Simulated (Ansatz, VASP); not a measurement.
# HfB2 in two plane-wave programs

Aim: how closely do two programs agree when they are given the same cell, functional and k mesh? The structure shown comes from an earlier Ansatz run, which isn't shown and may have moved the atoms alone.

Program: Ansatz 0.2.0. Level of theory: plane waves, with VASP 6.6.1 beside it; elastic constants at LDA. Results are calculated unless marked as measured.

**1. The structure**

It takes space group P6/mmm (No. 191, hexagonal). The conventional cell has a = 3.097 Å, b = 3.097 Å, c = 3.441 Å, α = 90.00°, β = 90.00°, γ = 120.00°. Hf has 12 B at 2.48 Å nearest. Nearest to B lie 3 B at 1.79 Å and 6 Hf at 2.48 Å. Farther neighbours are not listed.

**2. Ansatz: elastic constants, LDA**

Ansatz runs on its default PAW (the set named soft_2) files.

Elastic constants are differences of stresses under small strains, so they test the stress and the mesh.

Input file input.yaml:

```yaml
crystal:
  lattice:
    - [3.0965507089, 0.0, 0.0]
    - [-1.5482753545, 2.681691578, 0.0]
    - [0.0, 0.0, 3.440741519]
  atoms:
    - { symbol: Hf, position: [0.0, 0.0, 0.0] }
    - { symbol: B, position: [0.3333333333, 0.6666666667, 0.5] }
    - { symbol: B, position: [0.6666666667, 0.3333333333, 0.5] }
kpoints:
  mp_grid: { grid: [15, 15, 10] }
hamiltonian:
  xc: lda
scf:
  occupations: { method: gaussian, width: 0.1 }
output:
  forces: true
  stress: true
  eigenvalues: true
elastic:
  mode: relaxed_ion
  stencil: two_point
```

Command:

```console
ansatz run input.yaml --threads 4 --pin off --max-ram 8192MiB --backend cpu --events-out ev --progress --plain --runs-dir out
```

Numbers of over 12 decimals in the logs are rounded to 6 here.

Output:

```text
Engine: ansatz 0.2.0, aarch64-unknown-linux-gnu
Pseudopotentials: kind: paw
Pseudopotential: Hf, paw, valence charge 26, recommended cutoff 420 eV (normal), Hf.paw.azcp
Pseudopotential: B, paw, valence charge 3, recommended cutoff 420 eV (normal), B.paw.azcp
Functional definition: SPW92
  exchange = slater_x
  correlation = pw_c
Crystal: 3 atoms, lattice volume = 28.572 Å³
Basis set: ecut = 420 eV, 563 PW (Γ)
Bands: 20, of which v1, the nominal top of the filled ones, is band 16 counted from 1 (15 counted from 0)
Symmetry: 24 space group operations
Space group: P6/mmm (ITA 191), of the structure as read, at distance tolerance 3.1e-5 Å
k-points: 162 of 2250
Non-local potential: Hf, projectors of the file, l = 0: 3, l = 1: 2, l = 2: 2, l = 3: 3
Non-local potential: B, projectors of the file, l = 0: 2, l = 1: 2, l = 2: 1
PAW form: soft (Blöchl's): semilocal exchange-correlation on the pseudo side does not see the compensation charge
PAW frozen core: Hf, regenerated for the run's functional, and the local potential with it (the file was generated under x = pbe(κ = 0.804, μ = 0.219515), c = pbe(β = 0.066725))
PAW frozen core: B, regenerated for the run's functional, and the local potential with it (the file was generated under x = pbe(κ = 0.804, μ = 0.219515), c = pbe(β = 0.066725))
PAW one-centre angular grid: Hf, 590 points (default); XC on 64 Gauss nodes
PAW one-centre angular grid: B, 110 points (default); XC on 64 Gauss nodes
Initial density: superposition of atomic densities (neutral atoms: chi_scale 0, normalization atom), corrected by the library's trained network
Initial wavefunctions: pseudopotential atomic-orbital guess
Functional: x = slater, c = lda
SCF iter   1: F=—  HF=-15779.701217 eV  |F-HF|=—  |Δ(HF+E_count)|=         —  Δρ=5.78e-3  dr2=1.05e-2  ethr=1.77e-3  ⟨swp⟩=4.1  Hψ=12596  notcnv=0
preconditioner: auto → none  [insulator: Δε(μ)=0.115 eV  Ē_g=17.578 eV  σ=0.100 eV  W_gap=0.57  n_scr=8 (ndim 8)  ℏωp=38.0 eV  f_vac=0.000  D(μ)=0.13/eV (n_scr^D=0)  ε∞_Penn≈5.7]
SCF iter   2: F=—  HF=-15779.698392 eV  |F-HF|=—  |Δ(HF+E_count)|=   2.82e-3  Δρ=2.86e-3  dr2=1.73e-3  ethr=3.30e-5  ⟨swp⟩=2.2  Hψ=5444  notcnv=0
SCF iter   3: F=—  HF=-15779.697825 eV  |F-HF|=—  |Δ(HF+E_count)|=   5.67e-4  Δρ=1.48e-3  dr2=2.34e-4  ethr=5.40e-6  ⟨swp⟩=2.0  Hψ=5291  notcnv=0
SCF iter   4: F=—  HF=-15779.697749 eV  |F-HF|=—  |Δ(HF+E_count)|=   7.62e-5  Δρ=4.29e-4  dr2=2.18e-5  ethr=7.31e-7  ⟨swp⟩=2.0  Hψ=4701  notcnv=0
SCF iter   5: F=—  HF=-15779.697734 eV  |F-HF|=—  |Δ(HF+E_count)|=   1.49e-5  Δρ=5.61e-5  dr2=2.48e-7  ethr=6.81e-8  ⟨swp⟩=2.0  Hψ=5683  notcnv=0
SCF iter   6: F=—  HF=-15779.697734 eV  |F-HF|=—  |Δ(HF+E_count)|=   2.15e-7  Δρ=6.10e-6  dr2=6.15e-9  ethr=7.77e-10  ⟨swp⟩=2.0  Hψ=4632  notcnv=0
SCF iter   7: F=—  HF=-15779.697734 eV  |F-HF|=—  |Δ(HF+E_count)|=   4.06e-9  Δρ=1.35e-6  dr2=2.02e-10  ethr=1.92e-11  ⟨swp⟩=2.0  Hψ=5775  notcnv=0
SCF iter   8: F=—  HF=-15779.697734 eV  |F-HF|=—  |Δ(HF+E_count)|=  4.37e-11  Δρ=1.68e-7  dr2=3.56e-12  ethr=6.32e-13 (applied; sched 1.00e-12)  ⟨swp⟩=2.6  Hψ=5168  notcnv=0
SCF iter   9: F=-15779.697734 eV  HF=-15779.697734 eV  |F-HF|=0.00e0  |Δ(HF+E_count)|=    0.00e0  Δρ=1.82e-8  dr2=3.49e-14  ethr=1.00e-12  ⟨swp⟩=3.4  Hψ=13965  notcnv=0
the search or the solves at the SCF's close seem to have found levels that the self-consistency loop had missed (the run counts 1). By its estimate they hold under 1e-12 electrons; where the run keeps them, the occupations were computed again with them
SCF 1 converged in 9 iterations: F = -15779.697734 eV  dr2 = 3.49e-14
  greatest PAW one-centre occupation: 0.998 electrons in one spin orbital (limit 2), on the Hf atom at site 0 (counted from 0), in its partial waves of l = 3
Crystal: 3 atoms, lattice volume = 28.515 Å³
Symmetry: 8 space group operations
k-points: 384 of 2250
Initial density: handed on by an earlier stage of this run
Initial wavefunctions: pseudopotential atomic-orbital guess (no wavefunctions were taken with the density)
iter 1 solved again at ethr=3.02e-5 eV; its pass at ethr=3.10e-3 eV (dr2=9.68e-3 eV) is discarded
[...]
preconditioner: auto → none  [metal: Δε(μ)=0.053 eV  Ē_g=17.471 eV  σ=0.100 eV  W_gap=0.29  n_scr=8 (ndim 8)  ℏωp=38.1 eV  f_vac=0.000  D(μ)=0.13/eV (n_scr^D=0)]
[...]
Symmetry: 4 space group operations
k-points: 608 of 2250
[...]
preconditioner: auto → none  [metal: Δε(μ)=0.072 eV  Ē_g=17.552 eV  σ=0.100 eV  W_gap=0.38  n_scr=8 (ndim 8)  ℏωp=38.0 eV  f_vac=0.000  D(μ)=0.13/eV (n_scr^D=0)]
[...]
SCF 12 converged in 9 iterations: F = -15779.697629 eV  dr2 = 1.83e-15
relax step   1: F+E_penalty+E_count = -15779.69762892 eV  Δ(F+E_penalty+E_count) = +0.000e0 eV  max|allowed force component| = 2.589e-5 eV/Å  Δτ_max = 0.0000 Å  (9 SCF iters, accepted)
[...]
SCF 13 converged in 2 iterations: F = -15779.697629 eV  dr2 = 1.82e-16
[...]
SCF iter   3: F=—  HF=-15779.697633 eV  |F-HF|=—  |Δ(HF+E_count)|=   1.25e-4  Δρ=6.57e-5  dr2=5.36e-7  ethr=8.14e-7  ⟨swp⟩=2.1  Hψ=21739  notcnv=0
SCF iter   4: F=—  HF=-15779.697629 eV  |F-HF|=—  |Δ(HF+E_count)|=   4.53e-6  Δρ=1.00e-5  dr2=2.74e-8  ethr=1.68e-9  ⟨swp⟩=2.0  Hψ=21857  notcnv=0
SCF iter   5: F=—  HF=-15779.697629 eV  |F-HF|=—  |Δ(HF+E_count)|=   2.77e-8  Δρ=8.88e-6  dr2=4.85e-8  ethr=8.58e-11  ⟨swp⟩=2.0  Hψ=21274  notcnv=0
SCF iter   6: F=—  HF=-15779.697629 eV  |F-HF|=—  |Δ(HF+E_count)|=   1.54e-8  Δρ=1.04e-6  dr2=2.31e-10  ethr=8.58e-11  ⟨swp⟩=2.0  Hψ=20794  notcnv=0
SCF iter   7: F=—  HF=-15779.697629 eV  |F-HF|=—  |Δ(HF+E_count)|=  3.42e-10  Δρ=2.84e-7  dr2=7.54e-12  ethr=7.23e-13 (applied; sched 1.00e-12)  ⟨swp⟩=2.0  Hψ=21887  notcnv=0
SCF iter   8: F=—  HF=-15779.697629 eV  |F-HF|=—  |Δ(HF+E_count)|=  1.46e-11  Δρ=5.12e-8  dr2=1.61e-13  ethr=2.36e-14 (applied; sched 1.00e-12)  ⟨swp⟩=2.0  Hψ=21820  notcnv=0
SCF iter   9: F=-15779.697629 eV  HF=-15779.697629 eV  |F-HF|=3.64e-12  |Δ(HF+E_count)|=  1.82e-12  Δρ=4.02e-9  dr2=2.15e-15  ethr=1.00e-12  ⟨swp⟩=4.1  Hψ=42385  notcnv=0
SCF 14 converged in 9 iterations: F = -15779.697629 eV  dr2 = 2.15e-15
relax step   1: F+E_penalty+E_count = -15779.69762892 eV  Δ(F+E_penalty+E_count) = +0.000e0 eV  max|allowed force component| = 2.588e-5 eV/Å  Δτ_max = 0.0000 Å  (9 SCF iters, accepted)
iter 1 solved again at ethr=1.00e-12 eV; its pass at ethr=3.10e-3 eV (dr2=3.71e-15 eV) is discarded
SCF iter   1: F=—  HF=-15779.697629 eV  |F-HF|=—  |Δ(HF+E_count)|=         —  Δρ=4.02e-9  dr2=2.14e-15  ethr=1.00e-12  ⟨swp⟩=1.8  Hψ=59955  notcnv=0
SCF iter   2: F=-15779.697629 eV  HF=-15779.697629 eV  |F-HF|=1.82e-12  |Δ(HF+E_count)|=    0.00e0  Δρ=1.66e-9  dr2=2.09e-16  ethr=1.00e-12  ⟨swp⟩=4.2  Hψ=41988  notcnv=0
SCF 15 converged in 2 iterations: F = -15779.697629 eV  dr2 = 2.09e-16
SCF converged after 9 iterations
Free energy (F): -15779.697734 eV
Harris-Foulkes:  -15779.697734 eV  (|F-HF|=0.00e0)
Internal energy: -15779.697079 eV  (E = F + TS)
E sigma→0 (E₀):  -15779.697406 eV
Entropy (-TS):   -0.000655 eV (-0.218 meV/atom)
Fermi energy:    20.991571 eV
--- Per-component energies (eV) ---
  E_band       = 146.781804
  E_kinetic    = 530.693039
  E_local      = -5192.250395  (includes V_loc(G=0)·N_el)
  E_nonlocal   = -1208.650567
  E_hartree    = 2479.756424
  E_xc         = -365.666723
  E_vxc        = -348.207732  (∫ρ·V_xc dr)
  E_paw        = -6832.290374  (= ΣΔE_a)
  E_vpaw       = 1405.684606  (= ΣTr[D̂ρ^β])
  E_aug_tail   = -0.000009  (compensation charges beyond the density's cutoff)
  E_ewald      = -5193.837385
  E_core_change = 2.548911  (= ΣΔE_core)
  E_smearing   = -0.000655  (= −TS)
  E_closure    = -0.000000  (closes the sum)
  Σ components = -15779.697734   (vs F -15779.697734, Δ=0.00e0)
--- Forces (eV/Å), atoms counted from 1 ---
  atom   1  Hf    -0.00000000     0.00000000     0.00000000
  atom   2  B      0.00000000     0.00000000     0.00000000
  atom   3  B     -0.00000000    -0.00000000     0.00000000
  max |Σ_I F_I| component: 3.70e-17 eV/Å
--- Stress (GPa, compression-positive) ---
        0.875902      -0.000000       0.000000
        0.000000       0.875902       0.000000
        0.000000       0.000000      -2.303119
  P = ⅓ Tr σ = -0.1838 GPa (-1.838 kbar)
--- Band table (eV; the first three rows and the last of 162) ---
  k-point 0: bands = [... 12 lower, 17.8738, 18.0426, 18.0426, 18.3383, 25.1104, 25.1104, 25.7546, 25.7546]
  k-point 1: bands = [... 12 lower, 16.8198, 18.1491, 18.1491, 19.3368, 24.0746, 24.0746, 25.4069, 25.4069]
  k-point 2: bands = [... 12 lower, 15.5185, 18.4618, 18.4618, 20.5177, 22.9070, 22.9070, 24.5364, 24.5364]
  k-point 161: bands = [... 12 lower, 11.8778, 15.5041, 17.8847, 17.8847, 25.6040, 26.6818, 28.2794, 28.2794]
--- Elastic constants: 3 strain directions × 2 members + reference (group order 24) ---
  dense FFT box of the reference and of every strained cell: 24×24×24
  strains applied: 11, 33, 23; error gains: componentwise 1.00 (the most a stress slope's error grows in a printed constant), spectral 1.41 (1 for all six strains in a standard setting)
  C = ∂σ_k/∂η_j (tension-positive GPa; Voigt order 11 22 33 23 13 12):
       654.546     68.831    134.345      0.000      0.000     -0.000
        68.831    654.546    134.345      0.000      0.000     -0.000
       131.133    131.133    486.929      0.000      0.000     -0.000
         0.000      0.000      0.000    289.609      0.000      0.000
         0.000      0.000      0.000      0.000    289.609      0.000
        -0.000      0.000      0.000      0.000      0.000    292.858
  reference stress σ⁰ (GPa):     -0.876     -0.876      2.303     -0.000     -0.000     -0.000
  C* (energy form; C + prestress term) asymmetry max|C*_kj − C*_jk| = 3.311e-2 GPa — a small one proves nothing (zero by symmetry where the batch's group is 432, −43m or m−3m); a large one is finite-difference/SCF noise where every solve meets its electron count
  moduli (Voigt/Reuss/Hill, GPa): K = 273.85/271.80/272.82   G = 271.86/264.29/268.08   E = 605.81   ν = 0.130
  mechanically stable: yes (min eigenvalue of sym C = 289.61 GPa)
  the stresses are not corrected for the forces that the relaxations left standing (`elastic.f_tol`)
  strain η (Voigt 11):  stress-route row diagonal C_11 = 654.55 GPa, energy-path curvature d²(F+E_count+ΔE)/dδ²/Ω₀ = 654.39 GPa
         δ    σ_11 (GPa)             F (eV)   n_scf  n_hpsi   n_pw
    -2.000e-3      -2.1931      -15779.6971782       2   73240    569   relax 3 steps, max|allowed force component| 2.77e-7 eV/Å
     2.000e-3       0.4250      -15779.6978122       2   73072    573   relax 3 steps, max|allowed force component| 3.53e-7 eV/Å
  strain η (Voigt 33):  stress-route row diagonal C_33 = 486.93 GPa, energy-path curvature d²(F+E_count+ΔE)/dδ²/Ω₀ = 486.71 GPa
         δ    σ_33 (GPa)             F (eV)   n_scf  n_hpsi   n_pw
    -2.000e-3       1.3240      -15779.6983779       8   64041    569   relax 0 steps, max|allowed force component| 9.25e-17 eV/Å
     2.000e-3       3.2717      -15779.6967400       6   55108    573   relax 0 steps, max|allowed force component| 1.30e-16 eV/Å
  strain η (Voigt 23):  stress-route row diagonal C_44 = 289.61 GPa, energy-path curvature d²(F+E_count+ΔE)/dδ²/Ω₀ = 289.10 GPa
         δ    σ_23 (GPa)             F (eV)   n_scf  n_hpsi   n_pw
    -2.000e-3      -0.5792      -15779.6976289       2  113540    571   relax 1 steps, max|allowed force component| 2.59e-5 eV/Å
     2.000e-3       0.5792      -15779.6976289       2  113455    571   relax 1 steps, max|allowed force component| 2.59e-5 eV/Å
```

Reading the cycles: dr2 is the Hartree energy of the density residual (eV), the measure of convergence; HF is the Harris–Foulkes estimate of the energy, which meets the free energy F at convergence.

[end of part 1 of 2]

[Lines on the potential files, build, host, timing and source positions are cut from VASP's logs without a mark.]

[Logs are printed without paths, hosts, clocks, repeated set-up lines and the standing remarks that a program may print on its own settings, such as how far it seeks lower states.]

[Hosts, paths, dates, database ids (printed as entryN), source tags and the programs' standing remarks are cut or masked in the printed files.]
